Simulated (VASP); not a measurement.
Here is the system:

```xyz
1
Lattice="0.0000 3.0400 3.0400 3.0400 0.0000 3.0400 3.0400 3.0400 0.0000" Properties=species:S:1:pos:R:3 pbc="T T T"
Sr     0.0000     0.0000     0.0000
```

These are LDA (Ceperley-Alder, Perdew-Zunger), VASP's LDA PAW potentials (set 64) (plane waves; VASP) values and carry that method's errors. Run with 400 eV cut-off, 9×9×9 Γ-centred mesh, first-order Methfessel-Paxton smearing of 0.10 eV, potentials Sr_sv.

Energy and stress use the plane-wave basis of the starting cell.

Question: The ions, cell shape and volume are relaxed. What does this cell relax into?

Answer: 
```xyz
1
Lattice="0.0000 2.8999 2.8999 2.8999 0.0000 2.8999 2.8999 2.8999 0.0000" Properties=species:S:1:pos:R:3 pbc="T T T"
Sr     0.0000     0.0000     0.0000
```
Space group Fm-3m (225), at a tolerance of 0.03 Å.

Question: How do energy and volume change from the first to the last step?

Answer: The energy (σ→0) changes by -42.8 meV/atom and the volume by -13.2 %, in 5 ionic steps.

The compound is Sr in the fcc structure. This run relaxes it. Symmetry was kept, so distortions that lower it aren't found.
